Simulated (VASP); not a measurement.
Data:

```yaml
crystal:
  lattice:
    - [4.19846, 0.00000, 0.00000]
    - [-2.09923, 3.63597, 0.00000]
    - [0.00000, 0.00000, 5.85162]
  atoms:
    - { symbol: Ag, position: [0.00000, 0.00000, 0.00000] }
    - { symbol: Ag, position: [0.00000, 0.00000, 0.50000] }
    - { symbol: S, position: [0.33333, 0.66667, 0.25000] }
    - { symbol: S, position: [0.66667, 0.33333, 0.75000] }
```

Method: PBE GGA, VASP's PBE PAW potentials (set 64) (plane waves; VASP 6.6.1). Settings: 400 eV cut-off, 7×7×4 Monkhorst-Pack mesh, Gaussian smearing of 0.050 eV, potentials Ag S.

Give the stress tensor in GPa (positive for a compressed cell).

```
-9.89   0.00   0.00
 0.00  -9.89   0.00
 0.00   0.00  -6.12
```
The pressure is its mean diagonal, -8.63 GPa.

The structure was generated: AgS was put into the NiAs type (P6_3/mmc), which need not be its known phase. The cell was not relaxed at this level. The run is one of a series of settings (KPOINTS 7×7×4 Monkhorst-Pack mesh against the base run), some of them coarse on purpose.
